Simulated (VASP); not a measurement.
Computed with PBE GGA, VASP's PBE PAW potentials (set 64) (plane waves; VASP).

A VASP calculation is set up with these files.

**INCAR**
```
SYSTEM = Au
PREC = Accurate
ENCUT = 480
EDIFF = 1E-7
NELM = 100
ALGO = Normal
LREAL = .FALSE.
LASPH = .TRUE.
ISMEAR = 1
SIGMA = 0.1
GGA = PE
LMAXMIX = 6
LWAVE = .FALSE.
LCHARG = .FALSE.
ISIF = 2
```

### POSCAR
```
Au
2.9376970
  0.0000000000   0.7071067173   0.7071067173
  0.7071067173   0.0000000000   0.7071067173
  0.7071067173   0.7071067173   0.0000000000
Au
1
direct
  0.0000000000   0.0000000000   0.0000000000
```

### KPOINTS
```
Automatic mesh
0
Gamma
14 14 14
0 0 0
```

POTCAR, in this order: Au (PBE.64 set). Program: vasp_std.

Output of the run:

**OUTCAR**
```
 ion  position               nearest neighbor table
   1  0.000  0.000  0.000-
  LATTYP: Found a face centered cubic cell.
 ALAT       =     4.1545305644
 Subroutine PRICEL returns:
 Original cell was already a primitive cell.
 Subroutine GETGRP returns: Found 48 space group operations
The static configuration has the point symmetry O_h .
The dynamic configuration has the point symmetry O_h .
 Subroutine INISYM returns: Found 48 space group operations
 Subroutine IBZKPT returns following result:
 Found    104 irreducible k-points:

 Following reciprocal coordinates:
            Coordinates               Weight
  0.000000  0.000000  0.000000      1.000000
  0.071429  0.000000  0.000000      8.000000
  0.142857  0.000000  0.000000      8.000000
  0.214286  0.000000  0.000000      8.000000
  0.285714  0.000000  0.000000      8.000000
  0.357143  0.000000  0.000000      8.000000
  0.428571  0.000000  0.000000      8.000000
  0.500000  0.000000  0.000000      4.000000
  0.071429  0.071429  0.000000      6.000000
  0.142857  0.071429  0.000000     24.000000
  0.214286  0.071429  0.000000     24.000000
  0.285714  0.071429  0.000000     24.000000
  0.357143  0.071429  0.000000     24.000000
  0.428571  0.071429  0.000000     24.000000
  0.500000  0.071429  0.000000     24.000000
 -0.428571  0.071429  0.000000     24.000000
 -0.357143  0.071429  0.000000     24.000000
 -0.285714  0.071429  0.000000     24.000000
 -0.214286  0.071429  0.000000     24.000000
 -0.142857  0.071429  0.000000     24.000000
 -0.071429  0.071429  0.000000     12.000000
  0.142857  0.142857  0.000000      6.000000
  0.214286  0.142857  0.000000     24.000000
  0.285714  0.142857  0.000000     24.000000
  0.357143  0.142857  0.000000     24.000000
...
```

### OSZICAR
```
       N       E                     dE             d eps       ncg     rms          rms(c)
DAV:   1     0.372058192471E+02    0.37206E+02   -0.55275E+03  2128   0.101E+03
DAV:   2    -0.318176560486E+01   -0.40388E+02   -0.37532E+02  1956   0.184E+02
DAV:   3    -0.348057018560E+01   -0.29880E+00   -0.29865E+00  2351   0.171E+01
DAV:   4    -0.348123239630E+01   -0.66221E-03   -0.66220E-03  2122   0.835E-01
DAV:   5    -0.348123664752E+01   -0.42512E-05   -0.42520E-05  2139   0.639E-02    0.804E+00
DAV:   6    -0.323614457290E+01    0.24509E+00   -0.83245E-01  1908   0.884E+00    0.523E+00
DAV:   7    -0.321989370093E+01    0.16251E-01   -0.67777E-02  2013   0.250E+00    0.262E+00
DAV:   8    -0.321801336989E+01    0.18803E-02   -0.13955E-03  1992   0.385E-01    0.229E-01
DAV:   9    -0.321800068768E+01    0.12682E-04   -0.78359E-06  2074   0.309E-02    0.278E-02
DAV:  10    -0.321800679818E+01   -0.61105E-05   -0.31997E-06  2026   0.230E-02    0.403E-03
DAV:  11    -0.321800668366E+01    0.11453E-06   -0.53326E-08  1486   0.225E-03    0.416E-04
DAV:  12    -0.321800664708E+01    0.36577E-07   -0.43938E-09   987   0.764E-04
   1 F= -.32180066E+01 E0= -.32182166E+01  d E =0.629858E-03
```

OUTCAR:
```
------------------------ aborting loop because EDIFF is reached ----------------------------------------
  FORCE on cell =-STRESS in cart. coord.  units (eV):
  Direction    XX          YY          ZZ          XY          YZ          ZX
  --------------------------------------------------------------------------------------
  Total        0.0009952      0.0009952      0.0009952      0.0000000      0.0000000      0.0000000
  in kB        0.0889445      0.0889445      0.0889445      0.0000000      0.0000000      0.0000000
  external PRESSURE =       0.0889445 kB  Pullay stress =       0.0000000 kB
  volume of cell :       17.93
      direct lattice vectors                 reciprocal lattice vectors
     0.000000000  2.077265282  2.077265282    -0.240701082  0.240701082  0.240701082
     2.077265282  0.000000000  2.077265282     0.240701082 -0.240701082  0.240701082
     2.077265282  2.077265282  0.000000000     0.240701082  0.240701082 -0.240701082
 POSITION                                       TOTAL-FORCE (eV/Angst)
 -----------------------------------------------------------------------------------
      0.00000      0.00000      0.00000         0.000000      0.000000      0.000000
 -----------------------------------------------------------------------------------
    total drift:                                0.000000      0.000000      0.000000
  FREE ENERGIE OF THE ION-ELECTRON SYSTEM (eV)
  ---------------------------------------------------
  free  energy   TOTEN  =        -3.2180066471 eV

  energy  without entropy=       -3.2186365056  energy(sigma->0) =       -3.21821660
```
(Selected blocks of OUTCAR.)

The compound is Au in the fcc structure. It was relaxed first, which changed the volume by +6 %.
